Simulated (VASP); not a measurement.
A VASP calculation is set up with these files.

### INCAR
```
SYSTEM=Cu3Au
PREC=Accurate; ENCUT=520; LREAL=.FALSE.
LASPH=.TRUE.
EDIFF=1E-6; NELM=100; ALGO=Normal
LMAXMIX=6
ISMEAR=1; SIGMA=0.1
GGA=PE; IVDW=11
IBRION=2; NSW=60; ISIF=3
EDIFFG=-0.02
LWAVE=.FALSE.; LCHARG=.FALSE.
```

### POSCAR
```
Cu3Au
1
    3.7169200925     0.0000000000    -0.0000000000
    0.0000000000     3.7169200925     0.0000000000
    0.0000000000     0.0000000000     3.7169200925
Cu Au
3 1
Direct
  0.0000000000   0.5000000000   0.5000000000
  0.5000000000   0.0000000000   0.5000000000
  0.5000000000   0.5000000000   0.0000000000
  0.0000000000   0.0000000000   0.0000000000
```

File KPOINTS:
```
Automatic mesh
0
Gamma
8 8 8
0 0 0
```

POTCAR, in this order: Cu Au (PBE.64 set). Program: vasp_std.

### Question
Translate this PBE-D3 (zero damping) calculation to Quantum ESPRESSO's pw.x.

### Answer
One equivalent input (not run):
```
&CONTROL
  calculation = 'vc-relax'
  pseudo_dir = './pseudo'
  outdir = './out'
  tprnfor = .true.
  tstress = .true.
  nstep = 60
  forc_conv_thr = 0.00078
/
&SYSTEM
  ibrav = 0
  nat = 4
  ntyp = 2
  ecutwfc = 92
  occupations = 'smearing'
  smearing = 'methfessel-paxton'
  degauss = 0.00735
  input_dft = 'pbe'
  vdw_corr = 'grimme-d3'
  dftd3_version = 3
  dftd3_threebody = .false.
/
&ELECTRONS
  conv_thr = 7.3e-08
  electron_maxstep = 100
/
&IONS
/
&CELL
/
ATOMIC_SPECIES
  Cu 63.546 Cu.upf
  Au 196.967 Au.upf
CELL_PARAMETERS angstrom
     3.7169201    0.0000000   -0.0000000
     0.0000000    3.7169201    0.0000000
     0.0000000    0.0000000    3.7169201
ATOMIC_POSITIONS crystal
  Cu   0.0000000  0.5000000  0.5000000
  Cu   0.5000000  0.0000000  0.5000000
  Cu   0.5000000  0.5000000  0.0000000
  Au   0.0000000  0.0000000  0.0000000
K_POINTS automatic
  8 8 8 0 0 0
```
The two are equivalent in intent, not identical: the potentials are each code's own (VASP's PAW set, PseudoDojo norm-conserving files in pw.x), so ENCUT and ecutwfc are chosen apart and not converted; conv_thr bounds pw.x's estimated SCF error, while EDIFF bounds the energy change between steps; forc_conv_thr acts on force components and is met together with etot_conv_thr.

The compound is Cu3Au in the L1_2 structure. This run relaxes it. Symmetry was kept, so distortions that lower it aren't found. The start is the result of an earlier pass.
